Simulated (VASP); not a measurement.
```
GaInN2
1.0
    3.45989    -5.90643     0.00000
    1.69259     2.93164     0.00000
    0.00000     0.00000     5.47756
In N Ga
2 4 2
Cartesian
  1.76825  -1.02090   2.73114
  1.65428   0.99933   5.46993
  1.83765  -1.06097   4.89519
  1.58488   1.03940   2.15640
  3.32992  -3.87697   4.73215
  3.55250  -2.05103   1.99337
  3.43055  -3.93506   2.72673
  3.45187  -1.99294   5.46551
```

Method: PBE GGA, VASP's PBE PAW potentials (set 64) (plane waves; VASP 6.6.1). Numerical set-up: 500 eV cut-off, 4×6×4 Γ-centred mesh, Gaussian smearing of 0.050 eV, potentials In_d N Ga_d.

Unless said otherwise, spin-orbit coupling is left out, though it shifts the bands of the heavy elements here.

**Question.** What does the run give for the energy per atom (σ→0), band gap (on the k-mesh) with the smallest direct gap where there is one?

**Answer.** 
The band gap (on the k-mesh) comes out as 0.31 eV. The smallest direct gap (on the k-mesh) is 0.31 eV and the energy per atom (σ→0) comes out as -5.667 eV/atom.

The absolute energy has meaning only against runs of the same code, potentials and settings.

The structure was generated: Ga2In2N4 was put into an ordered model structure (Pmn2_1), which need not be its known phase. It was relaxed first.
